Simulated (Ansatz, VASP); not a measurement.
# Si2Mo in two plane-wave programs, part 2 of 2

Aim: how closely do two programs agree when they are given the same cell, functional and k mesh? The cell is taken from a series of runs on this material, whose earlier steps may have relaxed, scaled, displaced or heated it; both programs get it as it stands.

VASP 6.6.1 and Ansatz 0.2.0.

So far: Set-up; Ansatz: zone-centre phonons, LDA.

## Step 3: VASP: zone-centre phonons, LDA

Level of this step: LDA; plane waves and PAW (Si, Mo_sv) (VASP).

The same cell, functional (in two slightly different forms), mesh and smearing now go to VASP, with its own data sets.

Lines of VASP's logs that name or quote its potential files are left out, and so is its time.

INCAR

```
SYSTEM = Si2Mo
PREC = Accurate
ENCUT = 500
EDIFF = 1E-08
NELM = 120
ISMEAR = 1
SIGMA = 0.2
LREAL = .FALSE.
ALGO = Normal
GGA = PW92
NBANDS = 17
LASPH = .TRUE.
LORBIT = 11
LWAVE = .FALSE.
LCHARG = .FALSE.
ISIF = 2
IBRION = 8
GGA_COMPAT = .FALSE.
KPAR = 2
```

POSCAR

```
Si2Mo
1.0
   -1.5405934239      1.5405934239      3.7974652760
    1.5405934239     -1.5405934239      3.7974652760
    1.5405934239      1.5405934239     -3.7974652760
Si Mo
2 1
Direct
    0.3340615509      0.3340615509      0.0000000000
    0.6659384491      0.6659384491      0.0000000000
    0.0000000000      0.0000000000      0.0000000000
```

KPOINTS

```
Automatic mesh
0
Gamma
20 20 20
0 0 0
```

PAW data sets: Si and Mo_sv (LDA family, release 64).

Started as:

```console
$ mpirun -np 2 vasp_std
```

Numbers of over 12 decimals in the logs are rounded to 6 here.

Log:

```text
[banner, memory and clock lines left out]
running    2 mpi-ranks, on    1 nodes
 distrk:  each k-point on    1 cores,    2 groups
 distr:  one band on    1 cores,    1 groups

 POSCAR found type information on POSCAR SiMo
 POSCAR found :  2 types and       3 ions
|                                                                             |
|               ----> ADVICE to this user running VASP <----                  |
|                                                                             |
|     You enforced a specific xc type in the INCAR file but a different       |
|     [... a line on the potential file left out ...]
|     I HOPE YOU KNOW WHAT YOU ARE DOING!                                     |
|                                                                             |

 LDA part: xc-table for (Slater(with rela. corr.)+PW92), standard interpolation
 POSCAR, INCAR and KPOINTS ok, starting setup
 FFT: planning ... GRIDC
 FFT: planning ... GRID_SOFT
 FFT: planning ... GRID
 WAVECAR not read
 entering main loop
       N       E                     dE             d eps       ncg     rms          rms(c)
DAV:   1     0.125905370354E+03    0.12591E+03   -0.11153E+04 21810   0.121E+03
DAV:   2    -0.231875973682E+02   -0.14909E+03   -0.14639E+03 25216   0.322E+02
DAV:   3    -0.264180818802E+02   -0.32305E+01   -0.31936E+01 27442   0.432E+01
DAV:   4    -0.264362344443E+02   -0.18153E-01   -0.18132E-01 25991   0.351E+00
DAV:   5    -0.264363559516E+02   -0.12151E-03   -0.12150E-03 27313   0.302E-01    0.283E+01
DAV:   6    -0.257227673720E+02    0.71359E+00   -0.45173E+00 24838   0.161E+01    0.690E+00
DAV:   7    -0.256263756750E+02    0.96392E-01   -0.53901E-01 23773   0.520E+00    0.580E+00
DAV:   8    -0.255933163318E+02    0.33059E-01   -0.82826E-02 24493   0.236E+00    0.354E-01
DAV:   9    -0.255926882379E+02    0.62809E-03   -0.15859E-03 25636   0.356E-01    0.191E-01
DAV:  10    -0.255925829206E+02    0.10532E-03   -0.32787E-04 25659   0.157E-01    0.648E-02
DAV:  11    -0.255925772838E+02    0.56368E-05   -0.44906E-05 25066   0.523E-02    0.154E-02
DAV:  12    -0.255925768559E+02    0.42790E-06   -0.30265E-06 24837   0.111E-02    0.500E-03
DAV:  13    -0.255925767548E+02    0.10113E-06   -0.35736E-07 24832   0.555E-03    0.124E-03
DAV:  14    -0.255925767549E+02   -0.91404E-10   -0.10276E-08 15528   0.887E-04
   1 F= -.25592577E+02 E0= -.25592680E+02  d E =0.310845E-03
 Linear response reoptimize wavefunctions to high precision
DAV:   1    -0.255925767550E+02   -0.67303E-10   -0.10014E-09 16239   0.321E-04
DAV:   2    -0.255925767550E+02   -0.20918E-10   -0.13895E-10 11912   0.111E-04
 Linear response DOF=           4
 Linear response progress:
  Degree of freedom:   1/  4
       N       E                     dE             d eps       ncg     rms          rms(c)
RMM:   1    -0.217349832449E-01   -0.21735E-01   -0.15815E-02176567   0.100E+00
RMM:   2    -0.170376714290E-01    0.46973E-02   -0.14450E-03113604   0.255E-01    0.111E-01
RMM:   3    -0.171124197865E-01   -0.74748E-04   -0.21380E-04113722   0.751E-02    0.581E-02
RMM:   4    -0.173033816407E-01   -0.19096E-03   -0.13104E-04117870   0.551E-02    0.116E-02
RMM:   5    -0.172947058935E-01    0.86757E-05   -0.22788E-06119949   0.139E-02    0.190E-03
RMM:   6    -0.172985156823E-01   -0.38098E-05   -0.36167E-07124590   0.277E-03    0.630E-04
RMM:   7    -0.172971537502E-01    0.13619E-05    0.10214E-10123655   0.761E-04    0.132E-04
RMM:   8    -0.172976740603E-01   -0.52031E-06   -0.69311E-09132986   0.194E-04    0.523E-05
RMM:   9    -0.172977269191E-01   -0.52859E-07   -0.28641E-09125760   0.646E-05    0.182E-05
RMM:  10    -0.172977475419E-01   -0.20623E-07   -0.14986E-08130024   0.400E-05    0.502E-06
RMM:  11    -0.172977663560E-01   -0.18814E-07   -0.98179E-09129815   0.347E-05    0.129E-06
RMM:  12    -0.172977669669E-01   -0.61089E-09   -0.17361E-08120746   0.304E-05    0.368E-07
 first order change of Fermi-energy   0.15384E-04
 force on displaced ion       1 direction 1 : -11.368  -0.000  -0.000
 Linear response progress:
  Degree of freedom:   2/  4
       N       E                     dE             d eps       ncg     rms          rms(c)
RMM:   1    -0.323488828283E-01   -0.32349E-01   -0.11342E-02 53200   0.129E+00
RMM:   2    -0.240425027223E-01    0.83064E-02   -0.26566E-03 36034   0.330E-01    0.182E-01
RMM:   3    -0.239899368158E-01    0.52566E-04   -0.86639E-04 33330   0.150E-01    0.145E-01
RMM:   4    -0.240590603565E-01   -0.69124E-04   -0.12392E-04 34630   0.716E-02    0.507E-02
RMM:   5    -0.241275541698E-01   -0.68494E-04   -0.18501E-05 37593   0.252E-02    0.177E-02
RMM:   6    -0.241344118679E-01   -0.68577E-05   -0.17867E-06 36073   0.852E-03    0.288E-03
RMM:   7    -0.241343702401E-01    0.41628E-07   -0.93819E-08 38013   0.236E-03    0.660E-04
RMM:   8    -0.241338846071E-01    0.48563E-06   -0.31546E-09 36691   0.694E-04    0.357E-04
RMM:   9    -0.241342399674E-01   -0.35536E-06    0.19819E-08 37122   0.309E-04    0.584E-05
RMM:  10    -0.241343726353E-01   -0.13267E-06    0.15980E-08 40397   0.116E-04    0.219E-05
RMM:  11    -0.241343874404E-01   -0.14805E-07    0.10284E-08 37995   0.537E-05    0.330E-06
RMM:  12    -0.241343817192E-01    0.57212E-08    0.73820E-09 41976   0.349E-05    0.165E-06
 first order change of Fermi-energy   0.40057E-01
 force on displaced ion       1 direction 3 :  -0.000  -0.000 -17.083
 Linear response progress:
  Degree of freedom:   3/  4
       N       E                     dE             d eps       ncg     rms          rms(c)
RMM:   1    -0.856576639309E+00   -0.85658E+00    0.45663E-01 43312   0.286E+01
RMM:   2    -0.679513511995E+00    0.17706E+00   -0.25805E-01 58385   0.373E+00    0.169E-01
RMM:   3    -0.684488337778E+00   -0.49748E-02   -0.19144E-02 73862   0.837E-01    0.933E-02
RMM:   4    -0.683931537747E+00    0.55680E-03   -0.38876E-04 81660   0.151E-01    0.330E-02
RMM:   5    -0.683795839599E+00    0.13570E-03   -0.36907E-05 85163   0.372E-02    0.856E-03
RMM:   6    -0.683806267234E+00   -0.10428E-04   -0.47905E-06 81811   0.126E-02    0.959E-04
RMM:   7    -0.683812169836E+00   -0.59026E-05   -0.68469E-07 88808   0.398E-03    0.515E-04
RMM:   8    -0.683820105998E+00   -0.79362E-05   -0.21340E-07 80636   0.142E-03    0.150E-04
RMM:   9    -0.683821859891E+00   -0.17539E-05   -0.16679E-07 85890   0.616E-04    0.565E-05
RMM:  10    -0.683820866509E+00    0.99338E-06   -0.92532E-08 85086   0.354E-04    0.177E-05
RMM:  11    -0.683821033770E+00   -0.16726E-06   -0.73939E-08 85644   0.223E-04    0.878E-06
RMM:  12    -0.683821291910E+00   -0.25814E-06   -0.48513E-08 81114   0.188E-04    0.640E-06
RMM:  13    -0.683821157658E+00    0.13425E-06   -0.52032E-08 81665   0.156E-04    0.125E-06
RMM:  14    -0.683821174762E+00   -0.17104E-07   -0.49940E-08 82562   0.140E-04    0.653E-07
RMM:  15    -0.683821184620E+00   -0.98582E-08   -0.49030E-08 76145   0.136E-04    0.175E-07
 first order change of Fermi-energy  -0.85537E-03
 force on displaced ion       3 direction 1 : -14.191   0.000   0.000
 Linear response progress:
  Degree of freedom:   4/  4
       N       E                     dE             d eps       ncg     rms          rms(c)
RMM:   1    -0.907678564671E+00   -0.90768E+00    0.91968E-01 23686   0.293E+01
RMM:   2    -0.731234677715E+00    0.17644E+00   -0.27054E-01 32404   0.378E+00    0.189E-01
RMM:   3    -0.735420690344E+00   -0.41860E-02   -0.19413E-02 39521   0.854E-01    0.941E-02
RMM:   4    -0.734555096007E+00    0.86559E-03   -0.61876E-04 42304   0.181E-01    0.321E-02
RMM:   5    -0.734308795303E+00    0.24630E-03   -0.54241E-05 45504   0.440E-02    0.139E-02
RMM:   6    -0.734227434066E+00    0.81361E-04   -0.63138E-06 47078   0.144E-02    0.395E-03
RMM:   7    -0.734247267656E+00   -0.19834E-04   -0.86653E-07 44142   0.575E-03    0.535E-04
RMM:   8    -0.734250761814E+00   -0.34942E-05   -0.16725E-07 49470   0.183E-03    0.311E-04
RMM:   9    -0.734252190868E+00   -0.14291E-05   -0.11528E-08 48444   0.618E-04    0.169E-04
RMM:  10    -0.734253414631E+00   -0.12238E-05   -0.17463E-09 45632   0.393E-04    0.268E-05
RMM:  11    -0.734253317159E+00    0.97472E-07    0.11898E-08 47848   0.239E-04    0.145E-05
RMM:  12    -0.734253244346E+00    0.72813E-07    0.54002E-08 50659   0.181E-04    0.314E-06
RMM:  13    -0.734253260512E+00   -0.16166E-07    0.19336E-08 49341   0.156E-04    0.131E-06
RMM:  14    -0.734253283094E+00   -0.22582E-07    0.13282E-09 47031   0.147E-04    0.438E-07
RMM:  15    -0.734253283528E+00   -0.43415E-09    0.28811E-09 41937   0.142E-04    0.146E-07
 first order change of Fermi-energy   0.53185E-03
 force on displaced ion       3 direction 3 :  -0.000  -0.000 -18.678
 Linear response finished
```

OUTCAR, selected parts (step 3):

```text
ion  position               nearest neighbor table
   1  0.334  0.334  0.000-   3 2.52   3 2.52   3 2.52   3 2.52   2 2.52   2 2.53   2 2.53   2 2.53
                             2 2.53   3 2.54
   2  0.666  0.666  0.000-   3 2.52   3 2.52   3 2.52   3 2.52   1 2.52   1 2.53   1 2.53   1 2.53
                             1 2.53   3 2.54
   3  0.000  0.000  0.000-   2 2.52   1 2.52   2 2.52   1 2.52   2 2.52   1 2.52   1 2.52   2 2.52
                             1 2.54   2 2.54

  LATTYP: Found a body centered tetragonal cell.
 ALAT       =     3.0811868478
 C/A-ratio  =     2.4649367037

 Subroutine GETGRP returns: Found 16 space group operations
 (whereof 16 operations were pure point group operations)

The static configuration has the point symmetry D_4h.

 Found    641 irreducible k-points:

   k-points           NKPTS =    641   k-points in BZ     NKDIM =    641   number of bands    NBANDS=     17

   dimension x,y,z NGX =    32 NGY =   32 NGZ =   32
   dimension x,y,z NGXF=    64 NGYF=   64 NGZF=   64

   ENCUT  =  500.0 eV  36.75 Ry    6.06 a.u.   7.98  7.98  7.98*2*pi/ulx,y,z

   NELECT =      22.0000    total number of electrons

 k-points in reciprocal lattice and weights: Automatic mesh
   0.00000000  0.00000000  0.00000000       0.000
   0.05000000  0.00000000  0.00000000       0.001
   0.10000000  0.00000000 -0.00000000       0.001
   0.15000000  0.00000000 -0.00000000       0.001
   0.20000000  0.00000000 -0.00000000       0.001
   0.25000000  0.00000000 -0.00000000       0.001
   0.30000000  0.00000000 -0.00000000       0.001
   0.35000000  0.00000000 -0.00000000       0.001
   0.40000000 -0.00000000  0.00000000       0.001
[...]
-0.45000000 -0.45000000  0.45000000       0.000
   0.50000000  0.50000000  0.50000000       0.000

 average (electrostatic) potential at core
       1 -77.2434       2 -77.2434       3 -67.2464

  Total        5.1880551      5.1880551      5.1974676      0.0000000      0.0000000      0.0000000
  in kB      230.5607007    230.5607007    230.9789970      0.0000000      0.0000000      0.0000000
  external PRESSURE =     230.7001328 kB  Pullay stress =       0.0000000 kB

  energy-cutoff  :      500.00
  volume of cell :       36.05
      direct lattice vectors                 reciprocal lattice vectors
    -1.540593424  1.540593424  3.797465276     0.000000000  0.324550262  0.131666773
     1.540593424 -1.540593424  3.797465276     0.324550262  0.000000000  0.131666773
     1.540593424  1.540593424 -3.797465276     0.324550262  0.324550262  0.000000000

 POSITION                                       TOTAL-FORCE (eV/Angst)
 -----------------------------------------------------------------------------------
      0.00000      0.00000      2.53717         0.000000      0.000000     -0.010065
      0.00000      0.00000      5.05776        -0.000000     -0.000000      0.010065
      0.00000      0.00000      0.00000        -0.000000     -0.000000      0.000000
 -----------------------------------------------------------------------------------
    total drift:                                0.000000     -0.000000      0.000000

 Eigenvectors and eigenvalues of the dynamical matrix
 ----------------------------------------------------

   1 f  =   14.699428 THz    92.359232 2PiTHz  490.320149 cm-1    60.791923 meV
             X         Y         Z           dx          dy          dz
      0.000000  0.000000  2.537174    -0.000000    0.000000   -0.707107
      0.000000  0.000000  5.057756    -0.000000   -0.000000    0.707107
      0.000000  0.000000  0.000000     0.000000    0.000000    0.000000

   2 f  =   11.667930 THz    73.311765 2PiTHz  389.200245 cm-1    48.254659 meV
             X         Y         Z           dx          dy          dz
      0.000000  0.000000  2.537174     0.707107   -0.000000   -0.000000
      0.000000  0.000000  5.057756    -0.707107    0.000000    0.000000
      0.000000  0.000000  0.000000     0.000000    0.000000    0.000000

   3 f  =   11.667930 THz    73.311765 2PiTHz  389.200245 cm-1    48.254659 meV
             X         Y         Z           dx          dy          dz
      0.000000  0.000000  2.537174     0.000000    0.707107    0.000000
      0.000000  0.000000  5.057756    -0.000000   -0.707107   -0.000000
      0.000000  0.000000  0.000000    -0.000000   -0.000000    0.000000

   4 f  =   11.350009 THz    71.314211 2PiTHz  378.595553 cm-1    46.939845 meV
             X         Y         Z           dx          dy          dz
      0.000000  0.000000  2.537174     0.000000   -0.000000   -0.561534
      0.000000  0.000000  5.057756     0.000000   -0.000000   -0.561534
      0.000000  0.000000  0.000000    -0.000000    0.000000    0.607750

   5 f  =    9.892523 THz    62.156558 2PiTHz  329.979064 cm-1    40.912171 meV
             X         Y         Z           dx          dy          dz
      0.000000  0.000000  2.537174     0.000000   -0.561516    0.000000
      0.000000  0.000000  5.057756     0.000000   -0.561516    0.000000
      0.000000  0.000000  0.000000     0.000000    0.607782   -0.000000

   6 f  =    9.892523 THz    62.156558 2PiTHz  329.979064 cm-1    40.912171 meV
             X         Y         Z           dx          dy          dz
      0.000000  0.000000  2.537174    -0.561516    0.000000    0.000000
      0.000000  0.000000  5.057756    -0.561516   -0.000000   -0.000000
      0.000000  0.000000  0.000000     0.607782    0.000000    0.000000

   7 f/i=    0.001026 THz     0.006450 2PiTHz    0.034240 cm-1     0.004245 meV
             X         Y         Z           dx          dy          dz
      0.000000  0.000000  2.537174     0.000000   -0.000000    0.429744
      0.000000  0.000000  5.057756     0.000000   -0.000000    0.429744
      0.000000  0.000000  0.000000     0.000000   -0.000000    0.794129

   8 f/i=    0.001297 THz     0.008150 2PiTHz    0.043268 cm-1     0.005365 meV
             X         Y         Z           dx          dy          dz
      0.000000  0.000000  2.537174     0.071655   -0.423751   -0.000000
      0.000000  0.000000  5.057756     0.071655   -0.423751   -0.000000
      0.000000  0.000000  0.000000     0.132400   -0.782989   -0.000000

   9 f/i=    0.001297 THz     0.008150 2PiTHz    0.043268 cm-1     0.005365 meV
             X         Y         Z           dx          dy          dz
      0.000000  0.000000  2.537174     0.423751    0.071655    0.000000
      0.000000  0.000000  5.057756     0.423751    0.071655    0.000000
      0.000000  0.000000  0.000000     0.782989    0.132400    0.000000

 ELASTIC MODULI CONTR FROM IONIC RELAXATION (kBar)
 Direction    XX          YY          ZZ          XY          YZ          ZX
 --------------------------------------------------------------------------------
 XX         -27.1240    -27.1240    -18.0280      0.0000     -0.0000     -0.0000
 YY         -27.1240    -27.1240    -18.0280      0.0000     -0.0000     -0.0000
 ZZ         -18.0280    -18.0280    -11.9824      0.0000     -0.0000     -0.0000
 XY           0.0000      0.0000      0.0000      0.0000      0.0000      0.0000
 YZ          -0.0000     -0.0000     -0.0000      0.0000    -56.8078      0.0000
 ZX          -0.0000     -0.0000     -0.0000      0.0000      0.0000    -27.4606
 --------------------------------------------------------------------------------
```

## Step 4: Side by side

Known differences besides the potentials themselves: the cutoff is 420 eV in Ansatz and 500 eV in VASP; VASP's log shows a relativistic correction to its local exchange, Ansatz's none. Total energies have different zeros and are not compared.

Compared:

```tsv
quantity	Ansatz	VASP	difference
optical mode 1 to 2 (cm⁻¹)	328.5	330.0	-0.46 %
optical mode 3 (cm⁻¹)	376.7	378.6	-0.51 %
optical mode 4 to 5 (cm⁻¹)	388.9	389.2	-0.07 %
optical mode 6 (cm⁻¹)	490.4	490.3	+0.01 %
```

Modes are paired by rising frequency, not by their patterns, so a pair may set unlike modes beside each other; they are those without the splitting of longitudinal modes.

## Step 5: Results

| Quantity | Value |
| --- | --- |
| r.m.s. difference of the optical zone-centre modes, each program's sorted by frequency (zone-centre phonons, LDA) | 1.2 cm⁻¹ |
| difference in optical mode 3 (zone-centre phonons, LDA) | -0.5 % |

What this shows: The r.m.s. difference of the optical zone-centre modes, each program's sorted by frequency is 1.2 cm⁻¹ (zone-centre phonons, LDA). Among the rows given in per cent, the largest difference of the zone-centre phonons, LDA pair is in optical mode 3, -0.5 %. How closely two codes agree says nothing of how well the functional describes the real material.

[Lines on the potential files, build, host, timing and source positions are cut from VASP's logs without a mark.]

[Logs are printed without paths, hosts, clocks, repeated set-up lines and the standing remarks that a program may print on its own settings, such as how far it seeks lower states.]

[Hosts, paths, dates, database ids (printed as entryN), source tags and the programs' standing remarks are cut or masked in the printed files.]
